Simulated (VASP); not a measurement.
CsSi2:

```
CELL_PARAMETERS angstrom
6.37157 0.00000 0.00000
-3.18578 5.51794 0.00000
0.00000 0.00000 4.47866
ATOMIC_POSITIONS crystal
Cs 0.00000 0.00000 0.00000
Si 0.66667 0.33333 0.25039
Si 0.66667 0.33333 0.74961
```

The cell was built by a generator and needn't be a form met in nature.

| Item | Value |
| --- | --- |
| Program | VASP 6.6.1 |
| Task | relaxation of cell and atoms |
| Functional | RPBE |
| Potentials or basis | VASP PAW PBE potentials, release 64 (Cs_sv, Si) |
| Cutoff | 600 eV |
| k mesh | 5 × 5 × 6 |
| Occupations | fermi-dirac, width 0.05 eV |
| Spin | no spin polarisation |

At the start: pressure -0.1 GPa; volume 52.49 Å³/atom.

Problem. How do energy, volume and symmetry change on relaxing?

Solution. Over 19 steps the energy falls by 12.3 meV/atom and the volume is 54.20 Å³/atom (+3.3 %); space group P-6m2 (No. 187, to 0.05 Å).

The path:
```csv
step,energy change (eV),largest force (eV/Å),pressure (GPa),volume (Å³)
1,0.0000,0.1464,-0.09,157.46
2,-0.0271,0.3394,0.29,156.77
3,-0.0271,0.3398,0.29,156.77
4,-0.0300,0.2293,0.50,158.64
5,-0.0321,0.0055,0.40,157.92
6,-0.0349,0.1787,-0.04,161.32
7,-0.0353,0.1331,0.07,160.41
8,-0.0366,0.0489,-0.01,161.88
9,-0.0366,0.0564,-0.01,161.94
10,-0.0369,0.0239,0.06,162.35
11,-0.0369,0.0313,0.04,162.27
12,-0.0369,0.0306,0.01,162.63
13,-0.0370,0.0123,0.01,162.52
14,-0.0370,0.0110,0.01,162.51
15,-0.0370,0.0046,0.02,162.48
16,-0.0370,0.0099,0.02,162.51
17,-0.0370,0.0019,0.00,162.65
18,-0.0370,0.0012,0.00,162.64
19,-0.0370,0.0013,0.00,162.61
```

Final structure:
```
Cs Si
1.0
     6.54289   -0.00003    0.00000
    -3.27146    5.66630    0.00000
     0.00000    0.00000    4.38613
Cs Si
1 2
Direct
  0.00000 0.00000 0.00000
  0.66667 0.33333 0.24999
  0.66667 0.33333 0.75001
```

Caveat: the PAW data sets were made with another functional, which shifts forces and pressure a little.
